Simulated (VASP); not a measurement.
Output of a VASP run:

OUTCAR:
```
 ion  position               nearest neighbor table
   1  0.250  0.250  0.250-   3 2.60   3 2.60   3 2.60   3 2.60   2 3.00   2 3.00   2 3.00   2 3.00
                             2 3.00   2 3.00
   2  0.750  0.750  0.750-   3 2.60   3 2.60   3 2.60   3 2.60   1 3.00   1 3.00   1 3.00   1 3.00
                             1 3.00   1 3.00
   3  0.000  0.000  0.000-   2 2.60   2 2.60   2 2.60   1 2.60   2 2.60   1 2.60   1 2.60   1 2.60
  LATTYP: Found a face centered cubic cell.
 ALAT       =     6.0000000000
 Subroutine PRICEL returns:
 Original cell was already a primitive cell.
 Subroutine GETGRP returns: Found 48 space group operations
The static configuration has the point symmetry O_h .
The dynamic configuration has the point symmetry O_h .
 Subroutine INISYM returns: Found 48 space group operations
 Subroutine IBZKPT returns following result:
 Found     47 irreducible k-points:

 Following reciprocal coordinates:
            Coordinates               Weight
  0.000000  0.000000  0.000000      1.000000
  0.100000  0.000000  0.000000      8.000000
  0.200000  0.000000  0.000000      8.000000
  0.300000  0.000000  0.000000      8.000000
  0.400000  0.000000  0.000000      8.000000
  0.500000  0.000000  0.000000      4.000000
  0.100000  0.100000  0.000000      6.000000
  0.200000  0.100000  0.000000     24.000000
  0.300000  0.100000  0.000000     24.000000
  0.400000  0.100000  0.000000     24.000000
  0.500000  0.100000  0.000000     24.000000
 -0.400000  0.100000  0.000000     24.000000
 -0.300000  0.100000  0.000000     24.000000
 -0.200000  0.100000  0.000000     24.000000
 -0.100000  0.100000  0.000000     12.000000
  0.200000  0.200000  0.000000      6.000000
  0.300000  0.200000  0.000000     24.000000
  0.400000  0.200000  0.000000     24.000000
  0.500000  0.200000  0.000000     24.000000
 -0.400000  0.200000  0.000000     24.000000
 -0.300000  0.200000  0.000000     24.000000
 -0.200000  0.200000  0.000000     12.000000
  0.300000  0.300000  0.000000      6.000000
  0.400000  0.300000  0.000000     24.000000
  0.500000  0.300000  0.000000     24.000000
 -0.400000  0.300000  0.000000     24.000000
 -0.300000  0.300000  0.000000     12.000000
  0.400000  0.400000  0.000000      6.000000
  0.500000  0.400000  0.000000     24.000000
 -0.400000  0.400000  0.000000     12.000000
  0.500000  0.500000  0.000000      3.000000
  0.300000  0.200000  0.100000     24.000000
  0.400000  0.200000  0.100000     48.000000
  0.500000  0.200000  0.100000     48.000000
 -0.400000  0.200000  0.100000     24.000000
  0.400000  0.300000  0.100000     24.000000
  0.500000  0.300000  0.100000     48.000000
 -0.400000  0.300000  0.100000     48.000000
 -0.300000  0.300000  0.100000     48.000000
 -0.200000  0.300000  0.100000     24.000000
   k-points           NKPTS =     47   k-points in BZ     NKDIM =     47   number of bands    NBANDS=     12
   number of dos      NEDOS =    601   number of ions     NIONS =      3
   total plane-waves  NPLWV =  32768
   dimension x,y,z NGX =    32 NGY =   32 NGZ =   32
   dimension x,y,z NGXF=    64 NGYF=   64 NGZF=   64
   ions per type =               2   1
   PREC   = accura    normal or accurate (medium, high low for compatibility)
   ISTART =      0    job   : 0-new  1-cont  2-samecut
   ICHARG =      2    charge: 1-file 2-atom 10-const
   ISPIN  =      1    spin polarized calculation?
   LNONCOLLINEAR =      F non collinear calculations
   LSORBIT =      F    spin-orbit coupling
   INIWAV =      1    electr: 0-lowe 1-rand  2-diag
   ENCUT  =  520.0 eV  38.22 Ry    6.18 a.u.   7.89  7.89  7.89*2*pi/ulx,y,z
   NELM   =    100;   NELMIN=  2; NELMDL= -5     # of ELM steps
   EDIFF  = 0.1E-06   stopping-criterion for ELM
   LREAL  =      F    real-space projection
   NLSPLINE    = F    spline interpolate recip. space projectors
   LMAXMIX     =    6 max onsite mixed and CHGCAR
   VOSKOWN=      0    Vosko Wilk Nusair interpolation
   EDIFFG = 0.1E-05   stopping-criterion for IOM
...
```

### OSZICAR
```
       N       E                     dE             d eps       ncg     rms          rms(c)
DAV:   1     0.509256000242E+02    0.50926E+02   -0.66928E+03  1152   0.112E+03
DAV:   2    -0.206860687756E+02   -0.71612E+02   -0.66444E+02  1292   0.206E+02
DAV:   3    -0.226650818050E+02   -0.19790E+01   -0.19553E+01  1412   0.336E+01
DAV:   4    -0.226745001809E+02   -0.94184E-02   -0.94090E-02  1304   0.281E+00
DAV:   5    -0.226745832942E+02   -0.83113E-04   -0.83178E-04  1440   0.274E-01    0.184E+01
DAV:   6    -0.148792480905E+01    0.21187E+02   -0.32797E+01  1172   0.658E+01    0.712E+00
DAV:   7    -0.121348592356E+01    0.27444E+00   -0.11224E+00  1244   0.130E+01    0.275E+00
DAV:   8    -0.116391747268E+01    0.49568E-01   -0.22179E-01  1240   0.473E+00    0.143E+00
DAV:   9    -0.109362421192E+01    0.70293E-01   -0.16881E-01  1160   0.576E+00    0.678E-01
DAV:  10    -0.108946532930E+01    0.41589E-02   -0.25984E-01  1144   0.686E+00    0.572E-01
DAV:  11    -0.114458061057E+01   -0.55115E-01   -0.46950E-02  1140   0.282E+00    0.283E-01
DAV:  12    -0.115425907653E+01   -0.96785E-02   -0.61415E-03  1300   0.866E-01    0.173E-01
DAV:  13    -0.115695705061E+01   -0.26980E-02   -0.17196E-03  1228   0.480E-01    0.928E-02
DAV:  14    -0.115777601501E+01   -0.81896E-03   -0.64915E-04  1224   0.299E-01    0.495E-02
DAV:  15    -0.115771756614E+01    0.58449E-04   -0.11888E-04  1216   0.140E-01    0.280E-02
DAV:  16    -0.115778929246E+01   -0.71726E-04   -0.51788E-05  1212   0.900E-02    0.184E-02
DAV:  17    -0.115778960598E+01   -0.31352E-06   -0.10108E-05  1392   0.376E-02    0.522E-03
DAV:  18    -0.115778664108E+01    0.29649E-05   -0.12149E-06  1216   0.130E-02    0.312E-03
DAV:  19    -0.115778881219E+01   -0.21711E-05   -0.14706E-07   756   0.478E-03    0.256E-03
DAV:  20    -0.115778766430E+01    0.11479E-05   -0.10352E-08   672   0.337E-03    0.174E-03
DAV:  21    -0.115778975130E+01   -0.20870E-05   -0.70580E-09   624   0.358E-03    0.555E-04
DAV:  22    -0.115778849428E+01    0.12570E-05   -0.33774E-09   624   0.215E-03    0.195E-04
DAV:  23    -0.115778890100E+01   -0.40672E-06    0.18110E-09   620   0.647E-04    0.151E-04
DAV:  24    -0.115778874896E+01    0.15204E-06    0.38662E-09   616   0.298E-04    0.365E-05
DAV:  25    -0.115778873257E+01    0.16394E-07   -0.67223E-11   608   0.955E-05
   1 F= -.11577887E+01 E0= -.11577887E+01  d E =0.000000E+00
       N       E                     dE             ncg
       N       E                     dE             ncg
```

### OUTCAR
```
------------------------ aborting loop because EDIFF is reached ----------------------------------------
  FORCE on cell =-STRESS in cart. coord.  units (eV):
  Direction    XX          YY          ZZ          XY          YZ          ZX
  --------------------------------------------------------------------------------------
  Total       -0.0111891     -0.0111891     -0.0111891      0.0000000      0.0000000     -0.0000000
  in kB       -0.3319789     -0.3319789     -0.3319789      0.0000000      0.0000000     -0.0000000
  external PRESSURE =      -0.3319789 kB  Pullay stress =       0.0000000 kB
  volume of cell :       54.00
      direct lattice vectors                 reciprocal lattice vectors
     0.000000000  3.000000000  3.000000000    -0.166666667  0.166666667  0.166666667
     3.000000000  0.000000000  3.000000000     0.166666667 -0.166666667  0.166666667
     3.000000000  3.000000000  0.000000000     0.166666667  0.166666667 -0.166666667
 POSITION                                       TOTAL-FORCE (eV/Angst)
 -----------------------------------------------------------------------------------
      1.50000      1.50000      1.50000        -0.000000     -0.000000     -0.000000
      4.50000      4.50000      4.50000         0.000000      0.000000      0.000000
      0.00000      0.00000      0.00000         0.000000     -0.000000     -0.000000
 -----------------------------------------------------------------------------------
    total drift:                                0.000000     -0.000000      0.000000
  FREE ENERGIE OF THE ION-ELECTRON SYSTEM (eV)
  ---------------------------------------------------
  free  energy   TOTEN  =        -1.1577887326 eV

  energy  without entropy=       -1.1577887326  energy(sigma->0) =       -1.15778873

 total charge

# of ion       s       p       d       tot
------------------------------------------
    1        0.432   0.369   0.000   0.801
    2        0.432   0.369   0.000   0.801
    3        0.744   0.693   8.550   9.987
--------------------------------------------------
tot          1.608   1.431   8.550  11.589

 Electric field gradients after diagonalization (V/A^2)
 (convention: |V_zz| > |V_xx| > |V_yy|)
----------------------------------------------------------------------
 ion       V_xx      V_yy      V_zz     asymmetry (V_yy - V_xx)/ V_zz
----------------------------------------------------------------------
   1      -0.000    -0.000     0.000       0.000
   2      -0.000    -0.000     0.000       0.000
   3      -0.000    -0.000     0.001       0.000
```
(Selected blocks of OUTCAR.)

**POSCAR**
```
AuAl2
1
    0.0000000000     3.0000000000     3.0000000000
    3.0000000000     0.0000000000     3.0000000000
    3.0000000000     3.0000000000     0.0000000000
Al Au
2 1
Direct
  0.2500000000   0.2500000000   0.2500000000
  0.7500000000   0.7500000000   0.7500000000
  0.0000000000   0.0000000000   0.0000000000
```

Reconstruct the remaining input files.

One answer among several that fit: the input of the run itself, MS2 meta-GGA, plane waves, VASP's PBE PAW potentials (set 64).

### INCAR
```
LCHARG=.False.
PREC=Accurate
ISMEAR=-5
LMAXMIX=6
EDIFF=1E-7   # SCF stop (eV)
LORBIT=11   # lm-projected
LWAVE=.False.
ISIF=2   # forces and stress, cell fixed
LEFG=.True.
LASPH=.True.   # aspherical one-centre terms
LREAL=.False.
NEDOS=601
NELM=100
ENCUT=520   # plane-wave cut-off (eV)
SYSTEM=AuAl2
ALGO=Normal   # blocked Davidson
LMIXTAU=.True.
METAGGA=MS2
```

KPOINTS_OPT:
```
k-points along high-symmetry lines
10
Line-mode
Reciprocal
  0.000000   0.000000   0.000000 ! GAMMA
  0.500000   0.000000   0.500000 ! X

  0.500000   0.000000   0.500000 ! X
  0.625000   0.250000   0.625000 ! U

  0.375000   0.375000   0.750000 ! K
  0.000000   0.000000   0.000000 ! GAMMA

  0.000000   0.000000   0.000000 ! GAMMA
  0.500000   0.500000   0.500000 ! L

  0.500000   0.500000   0.500000 ! L
  0.500000   0.250000   0.750000 ! W

  0.500000   0.250000   0.750000 ! W
  0.500000   0.000000   0.500000 ! X
```

KPOINTS:
```
Automatic mesh
0
Gamma
10 10 10
0 0 0
```

POTCAR, in this order: Al Au (PBE.64 set). Program: vasp_std.

For a metal the tetrahedron method with Blöchl corrections gives inexact stress and forces.

The compound is AuAl2 in the fluorite structure. The cell was not relaxed at this level. The electron count is odd and the run is not spin-polarised, which forces a metal.
